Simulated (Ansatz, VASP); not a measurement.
**Cross-check of SnO (Romarchite) between VASP and Ansatz**

Aim: how closely do two programs agree when they are given the same cell, functional and k mesh? The cell is taken from a series of runs on this material, whose earlier steps may have relaxed, scaled, displaced or heated it; both programs get it as it stands.

Main program and level: Ansatz 0.2.0; plane waves, with VASP 6.6.1 beside it; zone-centre phonons at PBE with D3(BJ).

**1. Starting point**

It takes space group P4/nmm (No. 129, tetragonal). Conventional cell: a = 3.764 Å, b = 3.764 Å, c = 4.451 Å, α = 90.00°, β = 90.00°, γ = 90.00°. Nearest to O lie 4 Sn at 2.21 Å. Sn has 4 O at 2.21 Å nearest. Farther neighbours and most contacts between anions are not listed.

**2. VASP: zone-centre phonons, PBE with D3(BJ)**

Second derivatives magnify differences that forces hide, and they need a tight electronic threshold.

Lines of VASP's logs that name or quote its potential files are left out, and so is its time.

File INCAR:

```
SYSTEM = SnO
PREC = Accurate
ENCUT = 600
EDIFF = 1E-08
NELM = 120
ISMEAR = 1
SIGMA = 0.2
LREAL = .FALSE.
ALGO = Normal
GGA = PE
IVDW = 12
NBANDS = 26
LORBIT = 11
LWAVE = .FALSE.
LCHARG = .FALSE.
ISIF = 2
IBRION = 6
NFREE = 2
POTIM = 0.015
NSW = 1
LASPH = .TRUE.
GGA_COMPAT = .FALSE.
KPAR = 2
```

File POSCAR:

```
SnO
1.0
    3.7640880854      0.0000000000      0.0000000000
    0.0000000000      3.7640880854      0.0000000000
    0.0000000000      0.0000000000      4.4507930651
O Sn
2 2
Direct
    0.0000000000      0.0000000000      0.0000000000
    0.5000000000      0.5000000000      0.0000000000
    0.5000000000      0.0000000000      0.2616526721
    0.0000000000      0.5000000000      0.7383473279
```

File KPOINTS:

```
Automatic mesh
0
Gamma
12 12 10
0 0 0
```

Potentials, in the order of the species: O and Sn_d (PBE family, release 64).

Started as:

```bash
$ mpirun -np 2 vasp_std
```

Numbers of over 12 decimals in the logs are rounded to 6 here.

The log of the run:

```text
[banner, memory and clock lines left out]
running    2 mpi-ranks, on    1 nodes
 distrk:  each k-point on    1 cores,    2 groups
 distr:  one band on    1 cores,    1 groups

 POSCAR found type information on POSCAR O Sn
 POSCAR found :  2 types and       4 ions
 LDA part: xc-table for (Slater+PW92), standard interpolation
 POSCAR, INCAR and KPOINTS ok, starting setup
 FFT: planning ... GRIDC
 FFT: planning ... GRID_SOFT
 FFT: planning ... GRID
 WAVECAR not read
 entering main loop
       N       E                     dE             d eps       ncg     rms          rms(c)
DAV:   1     0.424445946675E+03    0.42445E+03   -0.22116E+04  8866   0.267E+03
DAV:   2     0.356078427576E+02   -0.38884E+03   -0.37791E+03  9208   0.580E+02
DAV:   3    -0.232717578552E+02   -0.58880E+02   -0.57670E+02 10068   0.193E+02
DAV:   4    -0.259861018645E+02   -0.27143E+01   -0.26986E+01 10378   0.430E+01
DAV:   5    -0.260446987049E+02   -0.58597E-01   -0.58536E-01 10466   0.681E+00    0.116E+01
DAV:   6    -0.224916396262E+02    0.35531E+01   -0.17434E+01 14478   0.480E+01    0.484E+00
DAV:   7    -0.225050563435E+02   -0.13417E-01   -0.19914E+00 10052   0.908E+00    0.248E+00
DAV:   8    -0.224968877069E+02    0.81686E-02   -0.33813E-01 12678   0.425E+00    0.849E-01
DAV:   9    -0.224854812414E+02    0.11406E-01   -0.70768E-02 14048   0.294E+00    0.234E-01
DAV:  10    -0.224867014105E+02   -0.12202E-02   -0.96399E-03 12966   0.976E-01    0.153E-01
DAV:  11    -0.224862453129E+02    0.45610E-03   -0.25263E-03 13424   0.513E-01    0.204E-02
DAV:  12    -0.224862888732E+02   -0.43560E-04   -0.37842E-04  9228   0.116E-01    0.354E-02
DAV:  13    -0.224862779177E+02    0.10955E-04   -0.38141E-05 12898   0.627E-02    0.632E-03
DAV:  14    -0.224862773942E+02    0.52356E-06   -0.70635E-06 11276   0.167E-02    0.380E-03
DAV:  15    -0.224862774999E+02   -0.10575E-06   -0.28407E-07 12852   0.445E-03    0.295E-03
DAV:  16    -0.224862776354E+02   -0.13547E-06   -0.93428E-08 10198   0.283E-03    0.970E-04
DAV:  17    -0.224862777121E+02   -0.76663E-07   -0.31191E-08  8318   0.121E-03    0.154E-04
DAV:  18    -0.224862777054E+02    0.66311E-08   -0.14690E-09  4766   0.448E-04
   1 F= -.23532231E+02 E0= -.23531604E+02  d E =-.187877E-02
[... from here on, the cycles between the ionic steps are left out ...]
   2 F= -.23531187E+02 E0= -.23530562E+02  d E =-.187486E-02
   3 F= -.23531187E+02 E0= -.23530562E+02  d E =-.187485E-02
   4 F= -.23531402E+02 E0= -.23530776E+02  d E =-.187943E-02
   5 F= -.23531402E+02 E0= -.23530776E+02  d E =-.187943E-02
   6 F= -.23531572E+02 E0= -.23530948E+02  d E =-.187306E-02
   7 F= -.23531572E+02 E0= -.23530948E+02  d E =-.187306E-02
   8 F= -.23532136E+02 E0= -.23531576E+02  d E =-.168004E-02
 Finite differences progress:
  Degree of freedom:   4/  4
  Displacement:        1/  2
  Total:               7/  8
 bond charge predicted
       N       E                     dE             d eps       ncg     rms          rms(c)
DAV:   1    -0.224719732066E+02    0.14028E-01   -0.43786E+00  9960   0.118E+01    0.409E-01
DAV:   2    -0.224837410983E+02   -0.11768E-01   -0.12257E-01 12986   0.265E+00    0.135E-01
DAV:   3    -0.224835863580E+02    0.15474E-03   -0.10216E-03 13036   0.914E-01    0.974E-02
DAV:   4    -0.224835452348E+02    0.41123E-04   -0.37706E-04 14716   0.620E-01    0.330E-02
DAV:   5    -0.224835673054E+02   -0.22071E-04   -0.20787E-04  9538   0.146E-01    0.731E-03
DAV:   6    -0.224835672293E+02    0.76147E-07   -0.65036E-06 13046   0.326E-02    0.531E-03
DAV:   7    -0.224835670458E+02    0.18348E-06   -0.12310E-06 10996   0.176E-02    0.121E-03
DAV:   8    -0.224835671573E+02   -0.11149E-06   -0.16663E-07 12076   0.666E-03    0.711E-04
DAV:   9    -0.224835672145E+02   -0.57205E-07   -0.20894E-08  6796   0.328E-03    0.172E-04
DAV:  10    -0.224835672201E+02   -0.56107E-08   -0.15869E-08  5240   0.231E-03
   9 F= -.23529335E+02 E0= -.23528682E+02  d E =-.195921E-02
 Finite differences progress:
  Degree of freedom:   4/  4
  Displacement:        2/  2
  Total:               8/  8
```

Parts of OUTCAR (step 2):

```text
ion  position               nearest neighbor table
   1  0.000  0.000  0.000-   3 2.21   4 2.21   4 2.21   3 2.21
   2  0.500  0.500  0.000-   3 2.21   4 2.21   3 2.21   4 2.21
   3  0.500  0.000  0.262-   1 2.21   2 2.21   2 2.21   1 2.21   4 3.40   4 3.40   4 3.40   4 3.40
                             4 3.54   4 3.54   4 3.54   4 3.54
   4  0.000  0.500  0.738-   1 2.21   2 2.21   1 2.21   2 2.21   3 3.40   3 3.40   3 3.40   3 3.40
                             3 3.54   3 3.54   3 3.54   3 3.54

  LATTYP: Found a simple tetragonal cell.
 ALAT       =     3.7640880854
 C/A-ratio  =     1.1824359484

 Subroutine GETGRP returns: Found 16 space group operations
 (whereof  8 operations were pure point group operations)

The static configuration has the point symmetry D_2d.
 The point group associated with its full space group is D_4h.

 Found    168 irreducible k-points:

   k-points           NKPTS =    168   k-points in BZ     NKDIM =    168   number of bands    NBANDS=     26

   dimension x,y,z NGX =    30 NGY =   30 NGZ =   36
   dimension x,y,z NGXF=    60 NGYF=   60 NGZF=   72

   ENCUT  =  600.0 eV  44.10 Ry    6.64 a.u.   7.52  7.52  8.89*2*pi/ulx,y,z

   NELECT =      40.0000    total number of electrons

 k-points in reciprocal lattice and weights: Automatic mesh
   0.00000000  0.00000000  0.00000000       0.001
   0.08333333  0.00000000  0.00000000       0.003
   0.16666667  0.00000000  0.00000000       0.003
   0.25000000  0.00000000  0.00000000       0.003
   0.33333333  0.00000000  0.00000000       0.003
   0.41666667  0.00000000  0.00000000       0.003
   0.50000000  0.00000000  0.00000000       0.001
   0.08333333  0.08333333  0.00000000       0.003
   0.16666667  0.08333333  0.00000000       0.006
[...]
24      14.2541      0.00000
    ...

 k-point     3 :       0.1667    0.0000    0.0000
  band No.  band energies     occupation
    ...
     16       2.1343      2.00000
     17       4.4465      2.00000
     18       4.9190      2.00000
     19       4.9199      2.00000
     20       8.3951      1.45103
     21      11.3900     -0.00000
     22      11.8345     -0.00000
     23      12.8732      0.00000
     24      14.3923      0.00000
     25      14.5443      0.00000
    ...

 k-point     4 :       0.2500    0.0000    0.0000
  band No.  band energies     occupation
    ...
     16       2.3626      2.00000
     17       4.1303      2.00000
     18       4.6251      2.00000
     19       4.7356      2.00000
     20       7.8589      2.00023
     21      11.2227     -0.00000
     22      12.3967     -0.00000
     23      13.1098      0.00000
     24      14.1713      0.00000
     25      14.8491      0.00000
    ...

 k-point     5 :       0.3333    0.0000    0.0000
  band No.  band energies     occupation
    ...
     16       2.6388      2.00000
     17       3.8770      2.00000
     18       4.2556      2.00000
     19       4.6571      2.00000
     20       7.0275      2.00000
     21      11.4770     -0.00000
     22      12.6189      0.00000
     23      13.4292      0.00000
     24      14.3788      0.00000
     25      14.8767      0.00000
    ...

 Edisp (eV)   -1.04577

  Total       2.25098     2.25098     2.31954     0.00000     0.00000     0.00000
  in kB      57.19067    57.19067    58.93249     0.00000     0.00000     0.00000
  external pressure =       57.77 kB  Pullay stress =        0.00 kB

  energy-cutoff  :      600.00
  volume of cell :       63.06
      direct lattice vectors                 reciprocal lattice vectors
     3.764088085  0.000000000  0.000000000     0.265668597  0.000000000  0.000000000
     0.000000000  3.764088085  0.000000000     0.000000000  0.265668597  0.000000000
     0.000000000  0.000000000  4.450793065     0.000000000  0.000000000  0.224679060

 POSITION                                       TOTAL-FORCE (eV/Angst)
 -----------------------------------------------------------------------------------
      0.00000      0.00000      0.00000         0.000000      0.000000     -0.052219
      1.88204      1.88204      0.00000         0.000000      0.000000     -0.052219
      1.88204      0.00000      1.14956         0.000000      0.000000      0.294319
      0.00000      1.88204      3.28623         0.000000      0.000000     -0.189881
 -----------------------------------------------------------------------------------
    total drift:                               -0.000000      0.000000      0.000081

  FREE ENERGIE OF THE ION-ELECTRON SYSTEM (eV)
  ---------------------------------------------------
  free  energy   TOTEN  =       -23.5293346907 eV

  energy  without entropy=      -23.5273754819  energy(sigma->0) =      -23.52868162

 Eigenvectors and eigenvalues of the dynamical matrix
 ----------------------------------------------------

   1 f  =   14.752951 THz    92.695522 2PiTHz  492.105460 cm-1    61.013274 meV
             X         Y         Z           dx          dy          dz
      0.000000  0.000000  0.000000    -0.032406   -0.704044    0.000000
      1.882044  1.882044  0.000000     0.032406    0.704044    0.000000
      1.882044  0.000000  1.164562     0.002630   -0.057138    0.000000
      0.000000  1.882044  3.286231    -0.002630    0.057138   -0.000000

   2 f  =   14.752951 THz    92.695522 2PiTHz  492.105460 cm-1    61.013274 meV
             X         Y         Z           dx          dy          dz
      0.000000  0.000000  0.000000    -0.704044    0.032406   -0.000000
      1.882044  1.882044  0.000000     0.704044   -0.032406    0.000000
      1.882044  0.000000  1.164562     0.057138    0.002630    0.000000
      0.000000  1.882044  3.286231    -0.057138   -0.002630    0.000000

   3 f  =   10.977429 THz    68.973218 2PiTHz  366.167605 cm-1    45.398977 meV
             X         Y         Z           dx          dy          dz
      0.000000  0.000000  0.000000    -0.000000    0.000000   -0.707107
      1.882044  1.882044  0.000000    -0.000000    0.000000    0.707107
      1.882044  0.000000  1.164562     0.000000    0.000000    0.000000
      0.000000  1.882044  3.286231     0.000000    0.000000    0.000000

   4 f  =   10.890442 THz    68.426664 2PiTHz  363.266037 cm-1    45.039228 meV
             X         Y         Z           dx          dy          dz
      0.000000  0.000000  0.000000     0.000000   -0.000000    0.663830
      1.882044  1.882044  0.000000     0.000000   -0.000000    0.663830
      1.882044  0.000000  1.164562    -0.000000    0.000000   -0.243578
      0.000000  1.882044  3.286231    -0.000000    0.000000   -0.243578

   5 f  =    8.717830 THz    54.775739 2PiTHz  290.795494 cm-1    36.054030 meV
             X         Y         Z           dx          dy          dz
      0.000000  0.000000  0.000000    -0.652927   -0.119326    0.000000
      1.882044  1.882044  0.000000    -0.652927   -0.119326   -0.000000
      1.882044  0.000000  1.164562     0.239846    0.043833   -0.000000
      0.000000  1.882044  3.286231     0.239846    0.043833    0.000000

   6 f  =    8.717830 THz    54.775739 2PiTHz  290.795494 cm-1    36.054030 meV
             X         Y         Z           dx          dy          dz
      0.000000  0.000000  0.000000    -0.119326    0.652927   -0.000000
      1.882044  1.882044  0.000000    -0.119326    0.652927    0.000000
      1.882044  0.000000  1.164562     0.043833   -0.239846   -0.000000
      0.000000  1.882044  3.286231     0.043833   -0.239846   -0.000000

   7 f  =    6.381805 THz    40.098066 2PiTHz  212.874117 cm-1    26.393015 meV
             X         Y         Z           dx          dy          dz
      0.000000  0.000000  0.000000    -0.000000    0.000000    0.000000
      1.882044  1.882044  0.000000    -0.000000    0.000000    0.000000
      1.882044  0.000000  1.164562     0.000000   -0.000000   -0.707107
      0.000000  1.882044  3.286231    -0.000000    0.000000    0.707107

   8 f  =    3.705204 THz    23.280481 2PiTHz  123.592292 cm-1    15.323484 meV
             X         Y         Z           dx          dy          dz
      0.000000  0.000000  0.000000     0.049728    0.028262    0.000000
      1.882044  1.882044  0.000000    -0.049728   -0.028262    0.000000
      1.882044  0.000000  1.164562     0.612748   -0.348236    0.000000
      0.000000  1.882044  3.286231    -0.612748    0.348236    0.000000

   9 f  =    3.705204 THz    23.280481 2PiTHz  123.592292 cm-1    15.323484 meV
             X         Y         Z           dx          dy          dz
      0.000000  0.000000  0.000000     0.028262   -0.049728   -0.000000
      1.882044  1.882044  0.000000    -0.028262    0.049728   -0.000000
      1.882044  0.000000  1.164562     0.348236    0.612748   -0.000000
      0.000000  1.882044  3.286231    -0.348236   -0.612748   -0.000000

  10 f/i=    0.001633 THz     0.010260 2PiTHz    0.054470 cm-1     0.006753 meV
             X         Y         Z           dx          dy          dz
      0.000000  0.000000  0.000000    -0.210119    0.123683    0.000000
      1.882044  1.882044  0.000000    -0.210119    0.123683    0.000000
      1.882044  0.000000  1.164562    -0.572003    0.336698    0.000000
      0.000000  1.882044  3.286231    -0.572003    0.336698    0.000000

  11 f/i=    0.001633 THz     0.010260 2PiTHz    0.054470 cm-1     0.006753 meV
             X         Y         Z           dx          dy          dz
      0.000000  0.000000  0.000000     0.123683    0.210119    0.000000
      1.882044  1.882044  0.000000     0.123683    0.210119    0.000000
      1.882044  0.000000  1.164562     0.336698    0.572003    0.000000
      0.000000  1.882044  3.286231     0.336698    0.572003    0.000000

  12 f/i=    0.001908 THz     0.011990 2PiTHz    0.063655 cm-1     0.007892 meV
             X         Y         Z           dx          dy          dz
      0.000000  0.000000  0.000000    -0.000000   -0.000000    0.243578
      1.882044  1.882044  0.000000    -0.000000   -0.000000    0.243578
      1.882044  0.000000  1.164562    -0.000000   -0.000000    0.663830
      0.000000  1.882044  3.286231    -0.000000   -0.000000    0.663830

 ELASTIC MODULI CONTR FROM IONIC RELAXATION (kBar)
 Direction    XX          YY          ZZ          XY          YZ          ZX
 --------------------------------------------------------------------------------
 XX        -727.7149    -59.9595   -535.2277      0.0000      0.0000      0.0000
 YY         -59.9595   -727.7149   -535.2277      0.0000     -0.0000     -0.0000
 ZZ        -535.2277   -535.2277   -727.3785      0.0000     -0.0000      0.0000
 XY           0.0000      0.0000      0.0000      0.0000      0.0000      0.0000
 YZ           0.0000     -0.0000     -0.0000      0.0000   -233.6591     -0.0000
 ZX           0.0000     -0.0000      0.0000      0.0000     -0.0000   -233.6553
 --------------------------------------------------------------------------------

 total charge
# of ion       s       p       d       tot
------------------------------------------
    1        1.575   3.453   0.000   5.027
    2        1.575   3.453   0.000   5.027
    3        1.232   0.845  10.096  12.172
    4        1.232   0.845  10.096  12.172
--------------------------------------------------
tot          5.613   8.595  20.191  34.399

[... 1 further part left out ...]
```

CONTCAR:

```
SnO
   1.00000000000000
     3.7640880854000001    0.0000000000000000    0.0000000000000000
     0.0000000000000000    3.7640880854000001    0.0000000000000000
     0.0000000000000000    0.0000000000000000    4.4507930651000001
  O               Sn
     2     2
Direct
     0.0000000000000000    0.0000000000000000    0.0000000000000000
     0.5000000000000000    0.5000000000000000    0.0000000000000000
     0.5000000000000000    0.0000000000000000    0.2582824862071474
     0.0000000000000000    0.5000000000000000    0.7383473279000015
```

The last energy, forces, stress and levels in OUTCAR belong to the last displaced cell, not to the cell of POSCAR.

Levels, forces or a CONTCAR printed for this step are those of its last displaced cell, not of the structure at rest.

[end of part 1 of 2]

[Lines on the potential files, build, host, timing and source positions are cut from VASP's logs without a mark.]

[Logs are printed without paths, hosts, clocks, repeated set-up lines and the standing remarks that a program may print on its own settings, such as how far it seeks lower states.]

[Hosts, paths, dates, database ids (printed as entryN), source tags and the programs' standing remarks are cut or masked in the printed files.]
